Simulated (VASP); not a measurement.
Calculation: MS2 meta-GGA, VASP's PBE PAW potentials (set 64) (plane waves; VASP 6.6.1).

VASP ran on this input.

**POSCAR**
```
Sc
1
    1.6550000000    -2.8665440000     0.0000000000
    1.6550000000     2.8665440000     0.0000000000
    0.0000000000     0.0000000000     5.2700000000
Sc
2
Direct
  0.3333330000   0.6666670000   0.2500000000
  0.6666670000   0.3333330000   0.7500000000
```

### KPOINTS
```
Automatic mesh
0
Gamma
11 11 6
0 0 0
```

**INCAR**
```
# general
SYSTEM  = Sc
PREC    = Accurate
ENCUT   = 520   # plane-wave cut-off (eV)
LREAL   = .FALSE.   # projection in real space or not
LASPH   = .TRUE.

# electronic loop
EDIFF   = 1E-6
NELM    = 100   # most electronic steps
ALGO    = Normal   # blocked Davidson
LMAXMIX = 4
LMIXTAU = .TRUE.

# smearing
ISMEAR  = 1
SIGMA   = 0.1

# functional
METAGGA = MS2

# ions
IBRION  = 2
NSW     = 60
ISIF    = 3   # ions, shape and volume
EDIFFG  = -0.01   # ionic stop

# output
LWAVE   = .FALSE.
LCHARG  = .FALSE.
```

POTCAR, in this order: Sc_sv (PBE.64 set). Program: vasp_std.

What VASP printed:

### OSZICAR
```
       N       E                     dE             d eps       ncg     rms          rms(c)
DAV:   1     0.369550211146E+03    0.36955E+03   -0.10668E+04  1936   0.147E+03
DAV:   2    -0.931230772950E+01   -0.37886E+03   -0.37220E+03  2871   0.687E+02
DAV:   3    -0.317222542265E+02   -0.22410E+02   -0.21757E+02  3188   0.188E+02
DAV:   4    -0.320975799521E+02   -0.37533E+00   -0.37013E+00  2953   0.230E+01
DAV:   5    -0.321037814855E+02   -0.62015E-02   -0.61982E-02  3215   0.301E+00    0.929E+00
DAV:   6    -0.293589423253E+02    0.27448E+01   -0.87213E+00  2368   0.451E+01    0.260E+00
DAV:   7    -0.230511811714E+02    0.63078E+01   -0.81070E+00  2827   0.295E+01    0.153E+00
DAV:   8    -0.226860397743E+02    0.36514E+00   -0.90089E-01  2011   0.147E+01    0.706E-01
DAV:   9    -0.240042845672E+02   -0.13182E+01   -0.10398E+00  2890   0.857E+00    0.977E-01
DAV:  10    -0.226768333987E+02    0.13275E+01   -0.94777E-01  1948   0.713E+00    0.524E-01
DAV:  11    -0.226923017462E+02   -0.15468E-01   -0.13622E-01  2859   0.315E+00    0.304E-01
DAV:  12    -0.227046557940E+02   -0.12354E-01   -0.27442E-02  2067   0.123E+00    0.253E-01
DAV:  13    -0.227032914354E+02    0.13644E-02   -0.17068E-03  3066   0.335E-01    0.264E-01
DAV:  14    -0.227052132752E+02   -0.19218E-02   -0.22238E-03  2396   0.449E-01    0.240E-01
DAV:  15    -0.227038683254E+02    0.13449E-02   -0.68130E-04  2527   0.224E-01    0.236E-01
DAV:  16    -0.227053154502E+02   -0.14471E-02   -0.18182E-02  2375   0.151E+00    0.894E-02
DAV:  17    -0.227035427023E+02    0.17727E-02   -0.92216E-03  2403   0.115E+00    0.187E-01
DAV:  18    -0.227031999809E+02    0.34272E-03   -0.26886E-04  2927   0.214E-01    0.208E-01
DAV:  19    -0.227060946657E+02   -0.28947E-02   -0.58275E-03  2375   0.732E-01    0.159E-01
DAV:  20    -0.227061168807E+02   -0.22215E-04   -0.98891E-03  2375   0.994E-01    0.989E-02
DAV:  21    -0.227009921732E+02    0.51247E-02   -0.13396E-02  2410   0.131E+00    0.705E-02
DAV:  22    -0.227028294482E+02   -0.18373E-02   -0.71466E-04  2507   0.357E-01    0.530E-02
DAV:  23    -0.227008797629E+02    0.19497E-02   -0.88902E-04  2235   0.335E-01    0.549E-02
DAV:  24    -0.227067380331E+02   -0.58583E-02   -0.92589E-03  2375   0.993E-01    0.370E-02
DAV:  25    -0.227070639853E+02   -0.32595E-03   -0.25312E-04  2481   0.271E-01    0.416E-02
DAV:  26    -0.227075471385E+02   -0.48315E-03   -0.91555E-04  2046   0.269E-01    0.414E-02
DAV:  27    -0.227075909759E+02   -0.43837E-04   -0.95669E-05  3062   0.113E-01    0.372E-02
DAV:  28    -0.227074262440E+02    0.16473E-03   -0.17389E-04  2628   0.147E-01    0.171E-02
DAV:  29    -0.227074678853E+02   -0.41641E-04   -0.96825E-05  2445   0.945E-02    0.105E-02
DAV:  30    -0.227074663923E+02    0.14930E-05   -0.49520E-05  2375   0.751E-02    0.789E-03
DAV:  31    -0.227074768280E+02   -0.10436E-04   -0.32251E-06  1989   0.239E-02    0.708E-03
DAV:  32    -0.227074960397E+02   -0.19212E-04   -0.62081E-06  1821   0.269E-02    0.730E-03
DAV:  33    -0.227074817798E+02    0.14260E-04   -0.51076E-06  1891   0.268E-02    0.426E-03
DAV:  34    -0.227074812188E+02    0.56096E-06   -0.36148E-06  1884   0.259E-02
   1 F= -.22707481E+02 E0= -.22707448E+02  d E =-.227075E+02
       N       E                     dE             d eps       ncg     rms          rms(c)
DAV:   1    -0.227489634640E+02   -0.41482E-01   -0.18660E+00  2267   0.296E+01    0.135E+00
DAV:   2    -0.227140264768E+02    0.34937E-01   -0.18461E-01  2515   0.863E+00    0.517E-01
DAV:   3    -0.227096660554E+02    0.43604E-02   -0.36939E-02  2873   0.284E+00    0.221E-01
DAV:   4    -0.227099146087E+02   -0.24855E-03   -0.19874E-02  2319   0.140E+00    0.962E-02
DAV:   5    -0.227094679477E+02    0.44666E-03   -0.44706E-03  2368   0.110E+00    0.244E-02
DAV:   6    -0.227096438290E+02   -0.17588E-03   -0.82788E-04  2107   0.371E-01    0.128E-02
DAV:   7    -0.227096971560E+02   -0.53327E-04   -0.49554E-05  3235   0.901E-02    0.880E-03
DAV:   8    -0.227097381804E+02   -0.41024E-04   -0.13230E-05  2214   0.466E-02    0.236E-03
DAV:   9    -0.227097369504E+02    0.12299E-05   -0.15203E-06  1541   0.182E-02    0.185E-03
DAV:  10    -0.227097388504E+02   -0.19000E-05   -0.10095E-06  1289   0.173E-02    0.532E-04
DAV:  11    -0.227097394074E+02   -0.55698E-06   -0.28754E-07  1002   0.113E-02
   2 F= -.22709739E+02 E0= -.22709718E+02  d E =-.225819E-02
       N       E                     dE             d eps       ncg     rms          rms(c)
DAV:   1    -0.227119468741E+02   -0.22080E-02   -0.10117E-01  2253   0.689E+00    0.313E-01
DAV:   2    -0.227097089230E+02    0.22380E-02   -0.10025E-02  2469   0.204E+00    0.119E-01
DAV:   3    -0.227094785975E+02    0.23033E-03   -0.20678E-03  2874   0.663E-01    0.510E-02
DAV:   4    -0.227096218868E+02   -0.14329E-03   -0.10825E-03  2326   0.329E-01    0.229E-02
DAV:   5    -0.227096329799E+02   -0.11093E-04   -0.21980E-04  2391   0.249E-01    0.566E-03
DAV:   6    -0.227096530004E+02   -0.20021E-04   -0.48798E-05  2063   0.869E-02    0.278E-03
DAV:   7    -0.227096653689E+02   -0.12368E-04   -0.24757E-06  2262   0.211E-02    0.203E-03
DAV:   8    -0.227096756041E+02   -0.10235E-04   -0.64881E-07  1079   0.167E-02    0.729E-04
DAV:   9    -0.227096744277E+02    0.11764E-05   -0.18989E-07   981   0.109E-02    0.729E-04
DAV:  10    -0.227096761640E+02   -0.17363E-05   -0.11816E-07   981   0.816E-03    0.257E-04
DAV:  11    -0.227096761008E+02    0.63252E-07   -0.59810E-08   960   0.654E-03
   3 F= -.22709676E+02 E0= -.22709693E+02  d E =-.219488E-02
       N       E                     dE             d eps       ncg     rms          rms(c)
DAV:   1    -0.227184178274E+02   -0.87417E-02   -0.39249E-01  2326   0.135E+01    0.611E-01
DAV:   2    -0.227121827446E+02    0.62351E-02   -0.41027E-02  2601   0.411E+00    0.225E-01
DAV:   3    -0.227112466214E+02    0.93612E-03   -0.71519E-03  2796   0.128E+00    0.105E-01
DAV:   4    -0.227111834109E+02    0.63211E-04   -0.56907E-03  2263   0.830E-01    0.366E-02
DAV:   5    -0.227105733183E+02    0.61009E-03   -0.17307E-03  2298   0.634E-01    0.967E-03
DAV:   6    -0.227105798043E+02   -0.64861E-05   -0.14301E-04  2601   0.152E-01    0.538E-03
DAV:   7    -0.227105466502E+02    0.33154E-04   -0.75119E-06  2101   0.355E-02    0.151E-03
DAV:   8    -0.227105396195E+02    0.70307E-05   -0.28694E-06  1534   0.284E-02    0.926E-04
DAV:   9    -0.227105393046E+02    0.31494E-06   -0.26427E-07   974   0.125E-02
   4 F= -.22710539E+02 E0= -.22710615E+02  d E =-.863204E-03
```

**OUTCAR**
```
------------------------ aborting loop because EDIFF is reached ----------------------------------------
  FORCE on cell =-STRESS in cart. coord.  units (eV):
  Direction    XX          YY          ZZ          XY          YZ          ZX
  --------------------------------------------------------------------------------------
  Total       -0.0008628     -0.0008628     -0.0109555      0.0000000     -0.0000000      0.0000000
  in kB       -0.0278928     -0.0278927     -0.3541661      0.0000000     -0.0000000      0.0000000
  external PRESSURE =      -0.1366505 kB  Pullay stress =       0.0000000 kB
  volume of cell :       49.56
      direct lattice vectors                 reciprocal lattice vectors
     1.660936871 -2.876826961  0.000000000     0.301034921 -0.173802598 -0.000000000
     1.660936871  2.876826961  0.000000000     0.301034921  0.173802598  0.000000000
     0.000000000 -0.000000000  5.186093446    -0.000000000  0.000000000  0.192823367
 POSITION                                       TOTAL-FORCE (eV/Angst)
 -----------------------------------------------------------------------------------
      1.66094      0.95894      1.29652        -0.000000     -0.000000      0.000000
      1.66094     -0.95894      3.88957         0.000000      0.000000      0.000000
 -----------------------------------------------------------------------------------
    total drift:                                0.000000      0.000688     -0.000014
  FREE ENERGIE OF THE ION-ELECTRON SYSTEM (eV)
  ---------------------------------------------------
  free  energy   TOTEN  =       -22.7105393046 eV

  energy  without entropy=      -22.7107667742  energy(sigma->0) =      -22.71061513

 reached required accuracy - stopping structural energy minimisation
```
(Selected blocks of OUTCAR.)

**CONTCAR**
```
Sc
   1.00000000000000
     1.6609368706951002   -2.8768269607504751    0.0000000000000000
     1.6609368706951002    2.8768269607504751    0.0000000000000000
     0.0000000000000000   -0.0000000000000000    5.1860934461977308
  Sc
     2
Direct
     0.3333330000000032    0.6666669999999968    0.2500000000000000
     0.6666669999999968    0.3333330000000032    0.7500000000000000
```

The compound is Sc in the hcp structure. This run relaxes it. Symmetry was kept, so distortions that lower it aren't found.
